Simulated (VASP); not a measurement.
Method: LDA (Ceperley-Alder, Perdew-Zunger), VASP's LDA PAW potentials (set 64) (plane waves; VASP).

Input for VASP

File KPOINTS:
```
Automatic mesh
0
Gamma
8 8 8
0 0 0
```

**POSCAR**
```
ZrO2
1
    0.0000000000     2.4104640785     2.4104640785
    2.4104640785     0.0000000000     2.4104640785
    2.4104640785     2.4104640785     0.0000000000
Zr O
1 2
Direct
  1.0000000000   1.0000000000   1.0000000000
  0.2500000000   0.2500000000   0.2500000000
  0.7500000000   0.7500000000   0.7500000000
```

INCAR:
```
SYSTEM = ZrO2
PREC = Accurate
ENCUT = 620
EDIFF = 1E-6
NELM = 100
ALGO = Normal
LREAL = .FALSE.
LASPH = .TRUE.
ISMEAR = 0
SIGMA = 0.05
LMAXMIX = 4
LWAVE = .FALSE.
LCHARG = .FALSE.
IBRION = 2
ISIF = 3
NSW = 40
EDIFFG = -0.02
PSTRESS = 450
```

POTCAR, in this order: Zr_sv O (LDA.64 set). Program: vasp_std.

Q: What will the output report for the number of irreducible k-points (NKPTS), largest plane-wave count, number of space-group operations, FFT grid (NGX, NGY, NGZ)?

A: 
The number of irreducible k-points (NKPTS) is 29 and the largest plane-wave count is 995. The number of space-group operations is 48. The FFT grid (NGX, NGY, NGZ) is 28 × 28 × 28.

The compound is ZrO2 in the fluorite structure, the high-temperature cubic form, which is unstable at 0 K; the monoclinic form is the stable one. It was relaxed first under an external pressure of 45 GPa.
